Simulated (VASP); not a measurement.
# Which face does Nb expose?, part 3 of 6

Aim: compare the low-index faces of Nb at one level of theory.

VASP 6.6.1; PBEsol; plane waves and PAW (Nb_pv).

So far. Step 3 (The bulk reference, job self-consistent run, k-mesh …): The run ends at a pressure of -0.33 GPa. Step 4 (Surface relaxation, 7 atoms, face Nb(110)): The run ended after 14 ionic steps, 0.031 eV below its first step, once the forces on the free atoms met EDIFFG = -0.03.

## (5) Potential and states of the slab, 7 atoms, face Nb(110)

A static run writes the electrostatic potential without exchange and correlation (LVHAR), which is flat in the vacuum and gives the level to count from. The dipole correction cancels the field that unlike faces would set up across the vacuum.

INCAR reads:

```
SYSTEM = Nb
PREC = Normal
ENCUT = 320
EDIFF = 1E-06
NELM = 120
ISMEAR = 1
SIGMA = 0.15
LREAL = .FALSE.
ALGO = Fast
GGA = PS
NBANDS = 47
LASPH = .TRUE.
LORBIT = 11
LWAVE = .FALSE.
LCHARG = .TRUE.
KPAR = 4
IDIPOL = 3
LDIPOL = .TRUE.
DIPOL = 0.5 0.5 0.5
LVHAR = .TRUE.
LVACPOTAV = .TRUE.
NEDOS = 1500
```

POSCAR reads:

```
Nb
1.0
    3.2839955470      0.0000000000      0.0000000000
    1.6419977735      2.3221355207      0.0000000000
    0.0000000000      0.0000000000     28.9328131240
Nb
7
Direct
    0.0000000000      0.0000000000      0.2612210545
    0.5000000000      0.0000000000      0.3388457841
    0.0000000000      0.0000000000      0.4195605692
    0.5000000000      0.0000000000      0.5000000000
    0.0000000000      0.0000000000      0.5804394308
    0.5000000000      0.0000000000      0.6611542159
    0.0000000000      0.0000000000      0.7387789455
```

KPOINTS reads:

```
Automatic mesh
0
Gamma
13 13 1
0 0 0
```

Potentials, in the order of the species: Nb_pv (PBE family, release 64).

Command:

```console
$ mpirun -np 4 vasp_std
```

The program printed:

```text
[... set-up lines as in an earlier step ...]
 entering main loop
       N       E                     dE             d eps       ncg     rms          rms(c)
DAV:   1     0.772010216477E+03    0.77201E+03   -0.32822E+04  5774   0.116E+03
DAV:   2    -0.200155582774E+02   -0.79203E+03   -0.77152E+03  4933   0.647E+02
DAV:   3    -0.760261684359E+02   -0.56011E+02   -0.52416E+02  7388   0.140E+02
DAV:   4    -0.801414283171E+02   -0.41153E+01   -0.38554E+01  7100   0.373E+01
DAV:   5    -0.804112558008E+02   -0.26983E+00   -0.25922E+00  7740   0.770E+00    0.485E+01
RMM:   6    -0.122052862174E+03   -0.41642E+02   -0.12263E+02  6859   0.452E+01    0.265E+01
RMM:   7    -0.135699966037E+03   -0.13647E+02   -0.12584E+02  6842   0.674E+01    0.270E+01
RMM:   8    -0.826272854630E+02    0.53073E+02   -0.93920E+00  5349   0.308E+01    0.133E+01
RMM:   9    -0.754262190989E+02    0.72011E+01   -0.58070E+00  5897   0.148E+01    0.101E+01
RMM:  10    -0.754810196745E+02   -0.54801E-01   -0.28824E+00  6551   0.803E+00    0.815E+00
RMM:  11    -0.759949607181E+02   -0.51394E+00   -0.14451E+00  7377   0.319E+00    0.881E+00
RMM:  12    -0.757554927786E+02    0.23947E+00   -0.55079E-01  7421   0.216E+00    0.817E+00
RMM:  13    -0.746471094727E+02    0.11084E+01   -0.46033E-01  6849   0.283E+00    0.628E+00
RMM:  14    -0.735965279761E+02    0.10506E+01   -0.15734E+00  7170   0.401E+00    0.316E+00
RMM:  15    -0.736447512447E+02   -0.48223E-01   -0.60358E-01  7707   0.229E+00    0.269E+00
RMM:  16    -0.736652966891E+02   -0.20545E-01   -0.22544E-01  7999   0.104E+00    0.258E+00
RMM:  17    -0.736719926637E+02   -0.66960E-02   -0.24933E-01  7109   0.968E-01    0.255E+00
RMM:  18    -0.736406054514E+02    0.31387E-01   -0.10984E-01  6992   0.117E+00    0.230E+00
RMM:  19    -0.735813587876E+02    0.59247E-01   -0.12407E-01  7903   0.189E+00    0.157E+00
RMM:  20    -0.735850059810E+02   -0.36472E-02   -0.41571E-02  7663   0.620E-01    0.144E+00
RMM:  21    -0.735925035528E+02   -0.74976E-02   -0.48297E-02  7021   0.830E-01    0.127E+00
RMM:  22    -0.735665219552E+02    0.25982E-01   -0.26257E-02  7102   0.661E-01    0.961E-01
RMM:  23    -0.735732398889E+02   -0.67179E-02   -0.20564E-02  6980   0.567E-01    0.978E-01
RMM:  24    -0.735681020021E+02    0.51379E-02   -0.83015E-03  6872   0.378E-01    0.900E-01
RMM:  25    -0.735669964735E+02    0.11055E-02   -0.52205E-03  6854   0.191E-01    0.835E-01
RMM:  26    -0.735683352838E+02   -0.13388E-02   -0.28343E-03  7787   0.111E-01    0.847E-01
RMM:  27    -0.735591687224E+02    0.91666E-02   -0.61632E-03  7802   0.315E-01    0.666E-01
RMM:  28    -0.735552876302E+02    0.38811E-02   -0.70307E-03  7623   0.269E-01    0.513E-01
RMM:  29    -0.735546865407E+02    0.60109E-03   -0.24639E-03  7759   0.122E-01    0.460E-01
RMM:  30    -0.735526152525E+02    0.20713E-02   -0.36730E-03  7229   0.174E-01    0.359E-01
[...]
RMM:  38    -0.735507172379E+02    0.20776E-04   -0.42327E-04  7054   0.435E-02    0.419E-02
RMM:  39    -0.735507335062E+02   -0.16268E-04   -0.24097E-04  5874   0.257E-02    0.323E-02
RMM:  40    -0.735507397820E+02   -0.62758E-05   -0.18510E-04  5794   0.255E-02    0.235E-02
RMM:  41    -0.735507496233E+02   -0.98413E-05   -0.11086E-04  5428   0.154E-02    0.178E-02
RMM:  42    -0.735507573555E+02   -0.77322E-05   -0.78812E-05  4838   0.133E-02    0.166E-02
RMM:  43    -0.735507610575E+02   -0.37020E-05   -0.52738E-05  4558   0.109E-02    0.139E-02
RMM:  44    -0.735507646617E+02   -0.36042E-05   -0.40858E-05  4310   0.944E-03    0.116E-02
RMM:  45    -0.735507679706E+02   -0.33089E-05   -0.27640E-05  4035   0.769E-03    0.117E-02
RMM:  46    -0.735507708637E+02   -0.28932E-05   -0.21900E-05  3805   0.631E-03    0.111E-02
RMM:  47    -0.735507717279E+02   -0.86412E-06   -0.17654E-05  3711   0.576E-03    0.104E-02
RMM:  48    -0.735507732406E+02   -0.15128E-05   -0.18153E-05  3588   0.608E-03    0.819E-03
RMM:  49    -0.735507731375E+02    0.10309E-06   -0.98327E-06  3741   0.687E-03
 -----------------------------------------------------------------------------
|                                                                             |
|           W    W    AA    RRRRR   N    N  II  N    N   GGGG   !!!           |
|           W    W   A  A   R    R  NN   N  II  NN   N  G    G  !!!           |
|           W    W  A    A  R    R  N N  N  II  N N  N  G       !!!           |
|           W WW W  AAAAAA  RRRRR   N  N N  II  N  N N  G  GGG   !            |
|           WW  WW  A    A  R   R   N   NN  II  N   NN  G    G                |
|           W    W  A    A  R    R  N    N  II  N    N   GGGG   !!!           |
|                                                                             |
|     Did not find any points to average over, which means that no vacuum     |
|     field-free region was found. Please increase the size of  your cell     |
|     in the dimension of the dipole correction to obtain accurate            |
|     workfunction values.                                                    |
|                                                                             |
 -----------------------------------------------------------------------------

   1 F= -.73550773E+02 E0= -.73550257E+02  d E =-.154838E-02
```

It took 2.3 min on 4 MPI ranks of AMD EPYC 7R43, shared host; peak memory 1 GiB.

Parts of OUTCAR (step 5):

```text
   NELECT =      77.0000    total number of electrons

 dipolmoment           0.000000      0.000000      0.000000 electrons x Angstroem

 E-fermi :   0.9181

 k-point     1 :       0.0000    0.0000    0.0000
  band No.  band energies     occupation
    ...
     32       0.0159      2.00000
     33       0.4702      2.00020
     34       0.4731      2.00022
     35       0.5200      2.00113
     36       0.8606      1.59912
     37       1.0082      0.15930
     38       1.0435      0.00257
     39       1.1430     -0.05534
     40       1.2000     -0.02315
     41       1.3779     -0.00013
    ...

  Total       -3.1494529     -4.3091166     -0.8768165      0.0000000      0.0000000      0.0000000
  in kB      -22.8699345    -31.2908996     -6.3670537      0.0000000      0.0000000      0.0000000
  external PRESSURE =     -20.1759626 kB  Pullay stress =       0.0000000 kB

 POSITION                                       TOTAL-FORCE (eV/Angst)
 -----------------------------------------------------------------------------------
      0.00000      0.00000      7.55786         0.000000      0.000000      0.027183
      1.64200      0.00000      9.80376         0.000000      0.000000      0.003162
      0.00000      0.00000     12.13907         0.000000     -0.000000      0.014261
      1.64200      0.00000     14.46641         0.000000      0.000000      0.000000
      0.00000      0.00000     16.79375        -0.000000      0.000000     -0.014261
      1.64200      0.00000     19.12905        -0.000000      0.000000     -0.003162
      0.00000      0.00000     21.37495        -0.000000      0.000000     -0.027183
 -----------------------------------------------------------------------------------
    total drift:                                0.000000     -0.000000      0.000000

  FREE ENERGIE OF THE ION-ELECTRON SYSTEM (eV)
  ---------------------------------------------------
  free  energy   TOTEN  =       -73.5507731375 eV

  energy  without entropy=      -73.5492247591  energy(sigma->0) =      -73.55025701

 vacuum level on the upper side and lower side of the slab         5.550         5.550

[... 7 parts as in an earlier step ...]

[... 10 further parts left out ...]
```

Numbers from this step:

- electronic cycles: 49
- free energy (TOTEN): -73.5508 eV
- energy at zero smearing: -73.5503 eV
- Fermi energy: 0.9181 eV
- dipole moment: 0, 0, 0 e·Å
- vacuum levels: 5.55, 5.55 eV
- work functions of the upper and lower face: 4.632, 4.632 eV

The planar average of the electrostatic potential oscillates, so the rows of the table below give means over windows of 2.26 Å about each position, cut where the curve ends. Its maxima inside the range that stand out by 2 % of the span (Å: eV): 8.7: -1.78, 11.0: -1.06, 13.3: -1.13, 15.6: -1.13, 18.0: -1.06, 20.2: -1.78. Its minima: 7.6: -8.58, 9.8: -8.40, 12.1: -8.32, 14.5: -8.37, 16.8: -8.32, 19.1: -8.40, 21.4: -8.58.

Zero at the Fermi level. Table of planar average of the electrostatic potential by height; means over each step:

```csv
height (Å),planar average of the electrostatic potential (eV)
1.13,4.63
3.39,4.62
5.65,2.71
7.91,-5.41
10.17,-5.03
12.43,-5.03
14.69,-5.04
16.95,-5.05
19.21,-5.19
21.47,-5.21
23.73,3.89
25.99,4.63
28.25,4.63
```

Density of states in the PAW spheres, an atom over height of the layer and energy from the Fermi level.

Ten even steps from '0' (0.00 states/eV) to '9' (1.71 states/eV), each cell a mean:
```
4233324
7577757
7678767
7555557
6677766
8987898
3332333
4445444
6656566
4544454
2333332
0111110
0000000
0000000
0000000
0000000
0000000
0000000
0000000
0000000
0000000
0000000
```
Columns: height of the layer (Å) from 7.6 to 21.4; rows upwards: energy from the Fermi level (eV) from -7.9 to 0.5.

Valence density in the ca plane at fractional y = 0.000, with atoms of Nb within 0.2 Å of it. It is the smooth field of the valence electrons, not physical close to the nuclei.

Ten even steps from '0' (0.0 e/Å³) to '9' (4.5 e/Å³), each cell a mean:
```
00026873100000014786200000002688410000000000
00013431000110001343100111001344100000000000
31001110012442100110001344100111000000000000
62000000015884100000002687310000000000000000
62000000026995100000003798410000000000000000
41000000014663100000002575210000000000000000
10001221001221001221000122100122100000000000
00025752000000013674100000001466300000000000
00037984100000014897200000002699410000000000
```
Columns run along c (16.0 Å, from fractional 0.36 to 0.91 of the cell), rows up along a (3.3 Å). Atoms in or near the plane, at fractional coordinates: Nb at (0.42, 0.00), Nb at (0.50, 0.50), Nb at (0.58, 0.00), Nb at (0.66, 0.50), Nb at (0.74, 0.00).

The map of layer states is cut here 0.5 eV above the Fermi level, so it leaves out the states above that.

The vacuum level lies 4.63 eV above the Fermi level at the upper face; both faces agree, as the slab has next to no dipole.

The program found no field-free point at its default tolerance, but its printed level agrees with the flat part of the planar average.

On this mesh the fine structure of the density of states is sampling noise, and high empty states may be cut by the number of bands.

[end of part 3 of 6]

[Lines on the potential files, build, host, timing and source positions are cut from VASP's logs without a mark.]

[Logs are printed without paths, hosts, clocks, repeated set-up lines and the standing remarks that a program may print on its own settings, such as how far it seeks lower states.]

[Hosts, paths, dates, database ids (printed as entryN), source tags and the programs' standing remarks are cut or masked in the printed files.]

[Runs that stopped without an error message from VASP are left out.]
